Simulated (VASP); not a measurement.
Data:

```xyz
2
Lattice="2.8293 0.0000 0.0000 0.0000 2.7843 0.0000 0.0000 0.0000 3.9676" Properties=species:S:1:pos:R:3 pbc="T T T"
Ti     0.0000     0.0000     0.0000
Al     1.4832     1.3921     1.9838
```
Cell charge -0.5.

The numbers are results of PBE GGA, VASP's PBE PAW potentials (set 64) (plane waves; VASP), not measurements. Settings: NELECT = 15.5, 400 eV cut-off, 12×12×8 Γ-centred mesh, Gaussian smearing of 0.050 eV, potentials Ti_sv Al.

The cell is charged, with a uniform compensating background.

### Question
Which forces act on the atoms, in eV/Å?

### Answer

```
atom      Fx     Fy     Fz
----  ------  -----  -----
Ti1    0.307  0.000  0.000
Al2   -0.307  0.000  0.000
```

### Question
Give the stress tensor in GPa (positive for a compressed cell).

### Answer

```
29.17   0.00   0.00
 0.00  32.08   0.00
 0.00   0.00  33.52
```
The pressure is its mean diagonal, 31.59 GPa.

The compound is TiAl in the L1_0 structure. The cell was not relaxed at this level, atoms are displaced from their ideal sites. The run is one of a series of settings (ISMEAR = 0, NELECT = 15.5, SIGMA = 0.05 against the base run), some of them coarse on purpose.
